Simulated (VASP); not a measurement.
Computed with PBEsol GGA, VASP's PBE PAW potentials (set 64) (plane waves; VASP).

VASP input:

INCAR:
```
! general
SYSTEM  = SrTiO3
PREC    = Accurate
ENCUT   = 520   ! plane-wave cut-off (eV)
LREAL   = .FALSE.   ! projection in real space or not
LASPH   = .TRUE.   ! aspherical one-centre terms

! electronic loop
EDIFF   = 1E-6
NELM    = 100
ALGO    = Normal
LMAXMIX = 4   ! l cut-off of mixed one-centre charges

! smearing
ISMEAR  = 0   ! Gaussian
SIGMA   = 0.05   ! width (eV)

! functional
GGA     = PS   ! PBEsol

! ions
IBRION  = 2   ! conjugate gradients
NSW     = 60   ! most ionic steps
ISIF    = 3
EDIFFG  = -0.02   ! ionic stop

! output
LWAVE   = .FALSE.
LCHARG  = .FALSE.
```

**KPOINTS**
```
kpoints
0
G
5 5 5
0 0 0
```

File POSCAR:
```
SrTiO3
1
    3.8964091187    -0.0000000000     0.0000000000
   -0.0000000000     3.8964091187     0.0000000000
   -0.0000000000    -0.0000000000     3.8964091187
Sr Ti O
1 1 3
Direct
  0.0000000000   0.0000000000   0.0000000000
  0.5000000000   0.5000000000   0.5000000000
  0.5000000000   0.0000000000   0.5000000000
  0.0000000000   0.5000000000   0.5000000000
  0.5000000000   0.5000000000   0.0000000000
```

POTCAR, in this order: Sr_sv Ti_sv O (PBE.64 set). Program: vasp_std.

Output of the run:

File OUTCAR:
```
 ion  position               nearest neighbor table
   1  0.000  0.000  0.000-   3 2.76   4 2.76   5 2.76   3 2.76   4 2.76   4 2.76   5 2.76   4 2.76
                             3 2.76   5 2.76   3 2.76   5 2.76   2 3.37   2 3.37   2 3.37   2 3.37
   2  0.500  0.500  0.500-   3 1.95   4 1.95   5 1.95   5 1.95   3 1.95   4 1.95   1 3.37   1 3.37
                             1 3.37   1 3.37   1 3.37   1 3.37   1 3.37   1 3.37
   3  0.500  0.000  0.500-   2 1.95   2 1.95   1 2.76   1 2.76   1 2.76   1 2.76
   4  0.000  0.500  0.500-   2 1.95   2 1.95   1 2.76   1 2.76   1 2.76   1 2.76
   5  0.500  0.500  0.000-   2 1.95   2 1.95   1 2.76   1 2.76   1 2.76   1 2.76
  LATTYP: Found a simple cubic cell.
 ALAT       =     3.8964091187
 Subroutine PRICEL returns:
 Original cell was already a primitive cell.
 Subroutine GETGRP returns: Found 48 space group operations
The static configuration has the point symmetry O_h .
The dynamic configuration has the point symmetry O_h .
 Subroutine INISYM returns: Found 48 space group operations
 Subroutine IBZKPT returns following result:
 Found     10 irreducible k-points:

 Following reciprocal coordinates:
            Coordinates               Weight
  0.000000  0.000000  0.000000      1.000000
  0.200000  0.000000  0.000000      6.000000
  0.400000  0.000000  0.000000      6.000000
  0.200000  0.200000  0.000000     12.000000
  0.400000  0.200000  0.000000     24.000000
  0.400000  0.400000  0.000000     12.000000
  0.200000  0.200000  0.200000      8.000000
  0.400000  0.200000  0.200000     24.000000
  0.400000  0.400000  0.200000     24.000000
  0.400000  0.400000  0.400000      8.000000
   k-points           NKPTS =     10   k-points in BZ     NKDIM =     10   number of bands    NBANDS=     24
   number of dos      NEDOS =    301   number of ions     NIONS =      5
   total plane-waves  NPLWV =  27000
   dimension x,y,z NGX =    30 NGY =   30 NGZ =   30
   dimension x,y,z NGXF=    60 NGYF=   60 NGZF=   60
   ions per type =               1   1   3
   PREC   = accura    normal or accurate (medium, high low for compatibility)
   ISTART =      0    job   : 0-new  1-cont  2-samecut
   ICHARG =      2    charge: 1-file 2-atom 10-const
   ISPIN  =      1    spin polarized calculation?
   LNONCOLLINEAR =      F non collinear calculations
   LSORBIT =      F    spin-orbit coupling
   INIWAV =      1    electr: 0-lowe 1-rand  2-diag
   ENCUT  =  520.0 eV  38.22 Ry    6.18 a.u.   7.24  7.24  7.24*2*pi/ulx,y,z
   NELM   =    100;   NELMIN=  2; NELMDL= -5     # of ELM steps
   EDIFF  = 0.1E-05   stopping-criterion for ELM
   LREAL  =      F    real-space projection
   NLSPLINE    = F    spline interpolate recip. space projectors
   LMAXMIX     =    4 max onsite mixed and CHGCAR
   VOSKOWN=      0    Vosko Wilk Nusair interpolation
   EDIFFG = -.2E-01   stopping-criterion for IOM
   NSW    =     60    number of steps for IOM
   NBLOCK =      1;   KBLOCK =     60    inner block; outer block
   IBRION =      2    ionic relax: 0-MD 1-quasi-New 2-CG
   NFREE  =      1    steps in history (QN), initial steepest desc. (CG)
   ISIF   =      3    stress and relaxation
   ISYM   =      2    0-nonsym 1-usesym 2-fastsym
   TEIN   =    0.0    initial temperature
   TEBEG  =    0.0;   TEEND  =   0.0 temperature during run
   SMASS  =  -3.00    Nose mass-parameter (am)
   PSTRESS=    0.0 pullay stress
   NELECT =      40.0000    total number of electrons
   EFERMI =   0.00;   METHOD = LEGACY
   ISMEAR =     0;   SIGMA  =   0.05  broadening in eV -4-tet -1-fermi 0-gaus
   IALGO  =     38    algorithm
   LDIAG  =      T    sub-space diagonalisation (order eigenvalues)
   IMIX   =      4    mixing-type and parameters
     AMIX     =   0.40;   BMIX     =  1.00
     AMIX_MAG =   1.60;   BMIX_MAG =  1.00
     AMIN     =   0.10
   GGA     = PS    functional components
   VOSKOWN =     0    Vosko Wilk Nusair interpolation
   LHFCALC =     F    Hartree Fock is set to
   LHFONE  =     F    Hartree Fock one center treatment
...
```

### OSZICAR
```
       N       E                     dE             d eps       ncg     rms          rms(c)
DAV:   1     0.448085484509E+03    0.44809E+03   -0.21685E+04   480   0.185E+03
DAV:   2    -0.655961126944E+01   -0.45465E+03   -0.44832E+03   568   0.501E+02
DAV:   3    -0.494782253292E+02   -0.42919E+02   -0.42111E+02   680   0.145E+02
DAV:   4    -0.515682338684E+02   -0.20900E+01   -0.20892E+01   680   0.288E+01
DAV:   5    -0.516282963775E+02   -0.60063E-01   -0.60060E-01   648   0.384E+00    0.278E+01
DAV:   6    -0.420638439283E+02    0.95645E+01   -0.61227E+01   736   0.739E+01    0.170E+01
DAV:   7    -0.420919714525E+02   -0.28128E-01   -0.80070E+00   576   0.218E+01    0.111E+01
DAV:   8    -0.421341518532E+02   -0.42180E-01   -0.20826E+00   624   0.159E+01    0.338E+00
DAV:   9    -0.420170729840E+02    0.11708E+00   -0.53894E-01   592   0.775E+00    0.932E-01
DAV:  10    -0.420226125885E+02   -0.55396E-02   -0.14410E-01   632   0.262E+00    0.846E-01
DAV:  11    -0.420129782319E+02    0.96344E-02   -0.69994E-02   736   0.214E+00    0.159E-01
DAV:  12    -0.420128898826E+02    0.88349E-04   -0.27653E-03   640   0.603E-01    0.606E-02
DAV:  13    -0.420129129190E+02   -0.23036E-04   -0.21740E-04   720   0.154E-01    0.392E-02
DAV:  14    -0.420129133617E+02   -0.44262E-06   -0.75852E-05   656   0.105E-01    0.163E-02
DAV:  15    -0.420129110931E+02    0.22686E-05   -0.34429E-05   632   0.583E-02    0.856E-03
DAV:  16    -0.420129112921E+02   -0.19902E-06   -0.44404E-06   544   0.224E-02
   1 F= -.42012911E+02 E0= -.42012911E+02  d E =-.420129E+02
```

OUTCAR:
```
------------------------ aborting loop because EDIFF is reached ----------------------------------------
  FORCE on cell =-STRESS in cart. coord.  units (eV):
  Direction    XX          YY          ZZ          XY          YZ          ZX
  --------------------------------------------------------------------------------------
  Total       -0.0325201     -0.0325201     -0.0325201     -0.0000000     -0.0000000      0.0000000
  in kB       -0.8807835     -0.8807835     -0.8807835     -0.0000000     -0.0000000      0.0000000
  external PRESSURE =      -0.8807835 kB  Pullay stress =       0.0000000 kB
  volume of cell :       59.16
      direct lattice vectors                 reciprocal lattice vectors
     3.896409119  0.000000000  0.000000000     0.256646561  0.000000000  0.000000000
     0.000000000  3.896409119  0.000000000     0.000000000  0.256646561  0.000000000
     0.000000000  0.000000000  3.896409119     0.000000000  0.000000000  0.256646561
 POSITION                                       TOTAL-FORCE (eV/Angst)
 -----------------------------------------------------------------------------------
      0.00000      0.00000      0.00000         0.000000      0.000000      0.000000
      1.94820      1.94820      1.94820         0.000000      0.000000      0.000000
      1.94820      0.00000      1.94820         0.000000      0.000000      0.000000
      0.00000      1.94820      1.94820         0.000000      0.000000      0.000000
      1.94820      1.94820      0.00000         0.000000      0.000000      0.000000
 -----------------------------------------------------------------------------------
    total drift:                                0.000000      0.000000     -0.000000
  FREE ENERGIE OF THE ION-ELECTRON SYSTEM (eV)
  ---------------------------------------------------
  free  energy   TOTEN  =       -42.0129112921 eV

  energy  without entropy=      -42.0129112921  energy(sigma->0) =      -42.01291129

 reached required accuracy - stopping structural energy minimisation
```
(Selected blocks of OUTCAR.)

The compound is SrTiO3 in the cubic perovskite structure, the ideal cubic form; the compound distorts at low or room temperature. It was relaxed first. The start is the result of an earlier pass.
